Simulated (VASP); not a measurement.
The system is Mo.

```
Mo
1.0
    -1.56500    1.56500    1.56500
     1.56500   -1.56500    1.56500
     1.56500    1.56500   -1.56500
Mo
1
Cartesian
  0.0000 0.0000 0.0000
```

The cell was built by a generator and needn't be a form met in nature.

```yaml
Program: VASP 6.6.1
Task: relaxation of cell and atoms
Functional: PBE
Potentials_or_basis: VASP PAW PBE potentials, release 64 (Mo_sv)
Cutoff: 600 eV
k_mesh: 18 × 18 × 18
Occupations: methfessel-paxton, width 0.1 eV
Spin: no spin polarisation
```

At the start: pressure 8.4 GPa; volume 15.33 Å³/atom.

Q: Where does the relaxation end?

A: Over 4 steps the energy falls by 12.1 meV/atom and the volume is 15.80 Å³/atom (+3.1 %); space group Im-3m (No. 229, to 0.05 Å).

The path:
```csv
step,energy change (eV),largest force (eV/Å),pressure (GPa),volume (Å³)
1,0.0000,0.0000,8.44,15.33
2,0.0733,0.0000,-18.23,17.20
3,-0.0120,0.0000,-0.27,15.82
4,-0.0121,0.0000,-0.02,15.80
```

Final structure:
```
Mo
1.0
    -1.58092    1.58092    1.58092
     1.58092   -1.58092    1.58092
     1.58092    1.58092   -1.58092
Mo
1
Direct
  0.00000 0.00000 0.00000
```
